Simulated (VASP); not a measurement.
Here is a VASP 6.6.1 calculation.

File INCAR:

```
ALGO = Normal ; EDIFF = 1E-6
ENCUT = 520 ; ISIF = 2
ISMEAR = 0 ; KPAR = 8
LASPH = T ; LCHARG = F
LMIXTAU = T ; LREAL = F
LWAVE = F ; METAGGA = R2SCAN
NBANDS = 72 ; NELM = 150
PREC = Accurate ; SIGMA = 0.1
```

File KPOINTS:

```
k-points
0
Gamma
  8 8 2
```

Contents of POSCAR:

```
Sn2GeO3
1.0
    3.7935100000      0.0000000000      0.0000000000
    0.0000000000      3.7935100000      0.0000000000
    0.0000000000      0.0000000000     14.7395500000
Sn Ge O
4 2 6
Direct
    0.5000000000      0.0000000000      0.7350240000
    0.0000000000      0.5000000000      0.9194260000
    0.5000000000      0.0000000000      0.0805740000
    0.0000000000      0.5000000000      0.2649760000
    0.0000000000      0.5000000000      0.5869910000
    0.5000000000      0.0000000000      0.4130090000
    0.5000000000      0.5000000000      0.6543900000
    0.0000000000      0.0000000000      0.6543900000
    0.5000000000      0.5000000000      0.0000000000
    0.0000000000      0.0000000000      0.0000000000
    0.0000000000      0.0000000000      0.3456100000
    0.5000000000      0.5000000000      0.3456100000
```

Potentials or basis: VASP PAW PBE potentials, release 64 (Sn_d, Ge_d, O).

Command:

```sh
$ cat potpaw_PBE.64/Sn_d/POTCAR potpaw_PBE.64/Ge_d/POTCAR potpaw_PBE.64/O/POTCAR > POTCAR
$ mpirun -np 8 vasp_std > vasp.out
```

(1) Predict the largest force.

(2) Predict the pressure.

Answers

(1) 0.502 eV/Å.

(2) -3.8 GPa.

Caveat: the PAW data sets were made with another functional, which shifts forces and pressure a little.
